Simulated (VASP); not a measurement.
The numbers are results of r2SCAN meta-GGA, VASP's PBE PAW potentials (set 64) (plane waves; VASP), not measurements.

Gaps are without spin-orbit coupling.

```json
{
  "volume_per_atom": "11.92 Å³/atom",
  "band gap (over mesh and band path)": "2.04 eV",
  "smallest direct gap (over mesh and band path)": "2.05 eV"
}
```

Problem. Which relaxed crystal gives these values?
A. PtS2, P-3m1 (164)
B. SnO2, Pbcn (60)
C. AlN, P6_3/mmc (194)
D. KMgF3, Pm-3m (221)

Solution. B, SnO2, Pbcn (60)
